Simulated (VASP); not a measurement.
An input for Ansatz (written as the equivalent of a VASP run, and not itself run):

Ansatz 0.2 input:
```yaml
crystal:
  lattice:
    - [3.6419117, 0.0000000, 0.0000000]
    - [-1.8209563, 3.1539885, 0.0000000]
    - [0.0000000, 0.0000000, 4.1629753]
  atoms:
    - { symbol: Y, position: [0.0000000, 1.0000000, 0.0000000] }
    - { symbol: Ge, position: [0.6666670, 0.3333330, 0.5000000] }
kpoints:
  mp_grid: { grid: [10, 10, 8] }
hamiltonian:
  xc: pbesol
  pseudopotentials: { kind: paw }
scf:
  occupations: { method: methfessel_paxton, width: 0.1 }
  max_iter: 100
relax:
  max_steps: 60
  f_tol: 0.01
  cell: {}
output: { forces: true, stress: true, eigenvalues: true }
```

Problem. Write the VASP files for the same calculation (PBEsol).

Solution. This is not unique; one that fits is 
**KPOINTS**
```
kpoints
0
Gamma
 10 10 8
0 0 0
```

POSCAR:
```
YGe
1
    3.6419116843     0.0000000432     0.0000000000
   -1.8209562676     3.1539884595     0.0000000000
   -0.0000000000    -0.0000000000     4.1629753470
Y Ge
1 1
Direct
  0.0000000000   1.0000000000   0.0000000000
  0.6666670000   0.3333330000   0.5000000000
```

INCAR:
```
# general
SYSTEM  = YGe
PREC    = Accurate
ENCUT   = 400
LREAL   = .FALSE.
LASPH   = .TRUE.

# electronic loop
EDIFF   = 1E-6
NELM    = 100
ALGO    = Normal
LMAXMIX = 4

# smearing
ISMEAR  = 1
SIGMA   = 0.1

# functional
GGA     = PS

# ions
IBRION  = 2
NSW     = 60
ISIF    = 3
EDIFFG  = -0.01

# output
LWAVE   = .FALSE.
LCHARG  = .FALSE.
```

POTCAR, in this order: Y_sv Ge_d (PBE.64 set). Program: vasp_std.

Limits of the translation: each code has its own PAW files, so the cut-off isn't converted (ENCUT is set for VASP's; basis.ecutwfc is left out, and Ansatz then takes the one that its files recommend); Ansatz stops its SCF on the density residual and VASP on the energy change (EDIFF).

The structure was generated: YGe was put into the WC type (P-6m2), which need not be its known phase. This run relaxes it. Symmetry was kept, so distortions that lower it aren't found. The start is the result of an earlier pass.
